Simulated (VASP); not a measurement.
**NaLiZnS2 (space group P3m1): computed properties**

Computed with PBEsol GGA, VASP's PBE PAW potentials (set 64) (plane waves; VASP 6.6.1).

```yaml
space_group: P3m1 (156)
cell: a = 3.921 Å, b = 3.921 Å, c = 6.749 Å, α = 90.00°, β = 90.00°, γ = 120.00°
volume_per_atom: 17.98 Å^3/atom
band gap (over mesh and band path): 1.84 eV
smallest direct gap (over mesh and band path): 1.84 eV
band_edge_character: direct, Γ to Γ
density: 2.95 g/cm³
```

```yaml
crystal:
  lattice:
    - [3.92127, 0.00000, 0.00000]
    - [-1.96063, 3.39592, 0.00000]
    - [0.00000, 0.00000, 6.74936]
  atoms:
    - { symbol: Na, position: [0.00000, 0.00000, 0.02548] }
    - { symbol: Li, position: [0.33333, 0.66667, 0.35774] }
    - { symbol: Zn, position: [0.66667, 0.33333, 0.61188] }
    - { symbol: S, position: [0.33333, 0.66667, 0.73400] }
    - { symbol: S, position: [0.66667, 0.33333, 0.27089] }
```

The structure comes from a computed database's NaLiZnS2 entry (P3m1); how it stands against other phases isn't given here. It was relaxed first. Symmetry was kept, so distortions that lower it aren't found.
